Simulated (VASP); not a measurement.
Input:

```xyz
4
Lattice="-1.7364 1.7364 5.8712 1.7364 -1.7364 5.8712 1.7364 1.7364 -5.8712" Properties=species:S:1:pos:R:3 pbc="T T T"
Nb     0.0000     0.0000     8.7942
Nb     1.7364     0.0000     5.8586
As     0.0000     0.0000     1.9618
As     0.0000     1.7364     4.8974
```

The numbers are results of PBE GGA, VASP's PBE PAW potentials (set 64) (plane waves; VASP 6.6.1), not measurements. Run with 400 eV cut-off, Gaussian smearing of 0.050 eV, potentials Nb_sv As.

Question: Give the energies of bands 11 to 21 at the high-symmetry points, in eV from the Fermi level.

Answer: 
```tsv
band	Γ	X	P	N	M	S	R
11	-6.09	-4.90	-4.93	-6.13	-3.93	-6.19	-4.95
12	-2.77	-4.90	-4.93	-5.41	-3.93	-5.24	-4.95
13	-2.18	-4.58	-4.53	-3.34	-2.59	-3.26	-4.51
14	-2.18	-4.58	-4.53	-3.13	-2.59	-3.10	-4.51
15	-2.00	-2.77	-2.79	-2.22	-2.45	-2.20	-2.74
16	-1.64	-2.77	-2.79	-1.78	-2.45	-2.05	-2.74
17	-1.36	-0.59	-0.58	-1.36	-0.55	-1.37	-0.63
18	-1.36	-0.59	-0.58	-0.07	-0.55	-0.14	-0.63
19	0.68	2.35	2.37	0.06	0.94	0.18	2.24
20	1.23	2.35	2.37	1.16	0.94	1.42	2.24
21	2.39	2.61	2.57	2.09	1.90	1.97	2.62
```

It has no gap at this level: it comes out as a metal or semimetal.

The structure was generated: NbAs was put into the NbAs type (I4_1md), which need not be its known phase. It was relaxed first.
